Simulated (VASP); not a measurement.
Level of theory: PBE GGA, VASP's PBE PAW potentials (set 64) (plane waves; VASP 6.6.1).

VASP input:

### INCAR
```
SYSTEM = Mo
PREC = Accurate
ENCUT = 300
EDIFF = 1E-6
NELM = 100
ALGO = Normal
LREAL = .FALSE.
LASPH = .TRUE.
ISMEAR = 0
SIGMA = 0.05
GGA = PE
LMAXMIX = 4
LWAVE = .FALSE.
LCHARG = .FALSE.
ISIF = 2
```

File KPOINTS_OPT:
```
k-points along high-symmetry lines
10
Line-mode
Reciprocal
  0.000000   0.000000   0.000000 ! GAMMA
  0.500000  -0.500000   0.500000 ! H

  0.500000  -0.500000   0.500000 ! H
  0.000000   0.000000   0.500000 ! N

  0.000000   0.000000   0.500000 ! N
  0.000000   0.000000   0.000000 ! GAMMA

  0.000000   0.000000   0.000000 ! GAMMA
  0.250000   0.250000   0.250000 ! P

  0.250000   0.250000   0.250000 ! P
  0.500000  -0.500000   0.500000 ! H

  0.250000   0.250000   0.250000 ! P
  0.000000   0.000000   0.500000 ! N
```

**POSCAR**
```
Mo
1
   -1.5679720000     1.5679720000     1.5679720000
    1.5679720000    -1.5679720000     1.5679720000
    1.5679720000     1.5679720000    -1.5679720000
Mo
1
Direct
  0.0000000000   0.0000000000   0.0000000000
```

File KPOINTS:
```
Automatic mesh
0
Gamma
15 15 15
0 0 0
```

POTCAR, in this order: Mo_sv (PBE.64 set). Program: vasp_std.

**Question.** What will the output report for the number of irreducible k-points (NKPTS), largest plane-wave count, number of space-group operations, FFT grid (NGX, NGY, NGZ)?

**Answer.** 
```json
{
 "number of irreducible k-points (NKPTS)": "120",
 "largest_plane_wave_count": "191",
 "number_of_space_group_operations": "48",
 "FFT grid (NGX, NGY, NGZ)": "16 × 16 × 16"
}
```

The structure comes from a computed database's Mo entry; how it stands against other phases isn't given here. The cell was not relaxed at this level.
